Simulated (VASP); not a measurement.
Consider the following.

```yaml
crystal:
  lattice:
    - [0.00000, 1.89005, 1.89005]
    - [1.89005, 0.00000, 1.89005]
    - [1.89005, 1.89005, 0.00000]
  atoms:
    - { symbol: Ir, position: [0.00000, 0.00000, 0.00000] }
```

Method: LDA (Ceperley-Alder, Perdew-Zunger), VASP's LDA PAW potentials (set 64) (plane waves; VASP). Settings: 520 eV cut-off, 16×16×16 Γ-centred mesh, first-order Methfessel-Paxton smearing of 0.10 eV, potentials Ir.

Question: Give the stress tensor in GPa (positive for a compressed cell).

Answer: 
```
13.69   0.00   0.00
 0.00  13.69   0.00
 0.00   0.00  13.69
```
The pressure is its mean diagonal, 13.69 GPa.

The compound is Ir in the fcc structure. This cell is one point of a volume scan, at 0.97 of the reference volume.
